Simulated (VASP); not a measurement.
Output of a VASP run:

File OUTCAR:
```
 ion  position               nearest neighbor table
   1  0.000  0.000  0.000-   2 2.48   3 2.48   2 2.48   3 2.48   3 2.48   3 2.48   2 2.48   2 2.48
                             3 2.48   3 2.48   2 2.48   2 2.48
   2  0.333  0.667  0.500-   3 1.77   3 1.77   3 1.77   1 2.48   1 2.48   1 2.48   1 2.48   1 2.48
                             1 2.48
   3  0.667  0.333  0.500-   2 1.77   2 1.77   2 1.77   1 2.48   1 2.48   1 2.48   1 2.48   1 2.48
                             1 2.48
  LATTYP: Found a hexagonal cell.
 ALAT       =     3.0667238135
 C/A-ratio  =     1.1365920692
 Subroutine PRICEL returns:
 Original cell was already a primitive cell.
 Subroutine GETGRP returns: Found 24 space group operations
The static configuration has the point symmetry D_6h.
The dynamic configuration has the point symmetry D_6h.
 Subroutine INISYM returns: Found 24 space group operations
 Subroutine IBZKPT returns following result:
 Found     70 irreducible k-points:

 Following reciprocal coordinates:
            Coordinates               Weight
  0.000000  0.000000  0.000000      1.000000
  0.100000 -0.000000  0.000000      6.000000
  0.200000 -0.000000  0.000000      6.000000
  0.300000  0.000000  0.000000      6.000000
  0.400000 -0.000000  0.000000      6.000000
  0.500000 -0.000000  0.000000      3.000000
  0.100000  0.100000  0.000000      6.000000
  0.200000  0.100000  0.000000     12.000000
  0.300000  0.100000  0.000000     12.000000
  0.400000  0.100000  0.000000     12.000000
  0.200000  0.200000  0.000000      6.000000
  0.300000  0.200000  0.000000     12.000000
  0.400000  0.200000  0.000000      6.000000
  0.300000  0.300000  0.000000      6.000000
  0.000000  0.000000  0.125000      2.000000
  0.100000 -0.000000  0.125000     12.000000
  0.200000 -0.000000  0.125000     12.000000
  0.300000  0.000000  0.125000     12.000000
  0.400000 -0.000000  0.125000     12.000000
  0.500000 -0.000000  0.125000      6.000000
  0.100000  0.100000  0.125000     12.000000
  0.200000  0.100000  0.125000     24.000000
  0.300000  0.100000  0.125000     24.000000
  0.400000  0.100000  0.125000     24.000000
  0.200000  0.200000  0.125000     12.000000
  0.300000  0.200000  0.125000     24.000000
  0.400000  0.200000  0.125000     12.000000
  0.300000  0.300000  0.125000     12.000000
  0.000000  0.000000  0.250000      2.000000
  0.100000 -0.000000  0.250000     12.000000
  0.200000 -0.000000  0.250000     12.000000
  0.300000  0.000000  0.250000     12.000000
  0.400000 -0.000000  0.250000     12.000000
  0.500000 -0.000000  0.250000      6.000000
  0.100000  0.100000  0.250000     12.000000
  0.200000  0.100000  0.250000     24.000000
  0.300000  0.100000  0.250000     24.000000
  0.400000  0.100000  0.250000     24.000000
  0.200000  0.200000  0.250000     12.000000
  0.300000  0.200000  0.250000     24.000000
   k-points           NKPTS =     70   k-points in BZ     NKDIM =     70   number of bands    NBANDS=      8
   number of dos      NEDOS =    301   number of ions     NIONS =      3
   total plane-waves  NPLWV =  21952
   dimension x,y,z NGX =    28 NGY =   28 NGZ =   28
   dimension x,y,z NGXF=    56 NGYF=   56 NGZF=   56
   ions per type =               1   2
   PREC   = accura    normal or accurate (medium, high low for compatibility)
   ISTART =      0    job   : 0-new  1-cont  2-samecut
   ICHARG =      2    charge: 1-file 2-atom 10-const
   ISPIN  =      1    spin polarized calculation?
   LNONCOLLINEAR =      F non collinear calculations
   LSORBIT =      F    spin-orbit coupling
   INIWAV =      1    electr: 0-lowe 1-rand  2-diag
   ENCUT  =  600.0 eV  44.10 Ry    6.64 a.u.   6.13  6.13  6.96*2*pi/ulx,y,z
   NELM   =    100;   NELMIN=  2; NELMDL= -5     # of ELM steps
   EDIFF  = 0.1E-06   stopping-criterion for ELM
   LREAL  =      F    real-space projection
   NLSPLINE    = F    spline interpolate recip. space projectors
   LMAXMIX     =    2 max onsite mixed and CHGCAR
...
```

OSZICAR:
```
       N       E                     dE             d eps       ncg     rms          rms(c)
DAV:   1     0.106625310037E+02    0.10663E+02   -0.43373E+03  1168   0.953E+02
DAV:   2    -0.165880919682E+02   -0.27251E+02   -0.26040E+02  1680   0.123E+02
DAV:   3    -0.170229557234E+02   -0.43486E+00   -0.43448E+00  1440   0.178E+01
DAV:   4    -0.170236573053E+02   -0.70158E-03   -0.70157E-03  1688   0.680E-01
DAV:   5    -0.170236576456E+02   -0.34031E-06   -0.34052E-06  1504   0.122E-02    0.528E+00
DAV:   6    -0.155899144179E+02    0.14337E+01   -0.23618E+00  1232   0.854E+00    0.258E+00
DAV:   7    -0.153256112845E+02    0.26430E+00   -0.12960E+00  1352   0.619E+00    0.747E-01
DAV:   8    -0.153248948540E+02    0.71643E-03   -0.73833E-02  1168   0.190E+00    0.302E-01
DAV:   9    -0.153205979659E+02    0.42969E-02   -0.13621E-02  1200   0.661E-01    0.550E-02
DAV:  10    -0.153205736852E+02    0.24281E-04   -0.12555E-03  1504   0.222E-01    0.278E-02
DAV:  11    -0.153205390161E+02    0.34669E-04   -0.16455E-04  1256   0.808E-02    0.200E-03
DAV:  12    -0.153205391676E+02   -0.15142E-06   -0.15100E-06  1560   0.116E-02    0.662E-04
DAV:  13    -0.153205391815E+02   -0.13957E-07   -0.15999E-08  1168   0.112E-03
   1 F= -.15320539E+02 E0= -.15320671E+02  d E =0.395839E-03
```

### OUTCAR
```
------------------------ aborting loop because EDIFF is reached ----------------------------------------
  FORCE on cell =-STRESS in cart. coord.  units (eV):
  Direction    XX          YY          ZZ          XY          YZ          ZX
  --------------------------------------------------------------------------------------
  Total        0.4232371      0.4232369      0.3050832     -0.0000000      0.0000000     -0.0000000
  in kB       23.8855367     23.8855279     17.2174774     -0.0000000      0.0000000     -0.0000000
  external PRESSURE =      21.6628473 kB  Pullay stress =       0.0000000 kB
  volume of cell :       28.39
      direct lattice vectors                 reciprocal lattice vectors
     1.533362120 -2.655860606  0.000000000     0.326080835 -0.188262893  0.000000000
     1.533362120  2.655860606  0.000000000     0.326080835  0.188262893  0.000000000
     0.000000000  0.000000000  3.485613965     0.000000000  0.000000000  0.286893503
 POSITION                                       TOTAL-FORCE (eV/Angst)
 -----------------------------------------------------------------------------------
      0.00000      0.00000      0.00000         0.000000      0.000000      0.000000
      1.53336      0.88529      1.74281         0.000000      0.000000      0.000000
      1.53336     -0.88529      1.74281        -0.000000      0.000000      0.000000
 -----------------------------------------------------------------------------------
    total drift:                               -0.000000     -0.000000      0.000000
  FREE ENERGIE OF THE ION-ELECTRON SYSTEM (eV)
  ---------------------------------------------------
  free  energy   TOTEN  =       -15.3205391815 eV

  energy  without entropy=      -15.3209350206  energy(sigma->0) =      -15.32067113
```
(Selected blocks of OUTCAR.)

POSCAR:
```
MgB2
1
    1.5333621195    -2.6558606060     0.0000000000
    1.5333621195     2.6558606060     0.0000000000
    0.0000000000     0.0000000000     3.4856139647
Mg B
1 2
Direct
  0.0000000000   0.0000000000   0.0000000000
  0.3333330000   0.6666670000   0.5000000000
  0.6666670000   0.3333330000   0.5000000000
```

Problem. Write an INCAR and KPOINTS that could have produced this output.

Solution. Several could match; the one computed here: the input of the run itself, PBE GGA, plane waves, VASP's PBE PAW potentials (set 64).

KPOINTS:
```
K-points
0
gamma
  10 10 8
```

INCAR:
```
SYSTEM = MgB2
PREC = Accurate
ENCUT = 600
EDIFF = 1E-7
NELM = 100
ALGO = Normal
LREAL = .FALSE.
LASPH = .TRUE.
ISMEAR = 1
SIGMA = 0.1
GGA = PE
LWAVE = .FALSE.
LCHARG = .FALSE.
ISIF = 2
```

POTCAR, in this order: Mg B (PBE.64 set). Program: vasp_std.

The compound is MgB2 in the AlB2 type structure. This cell was strained or had an atom moved on purpose.
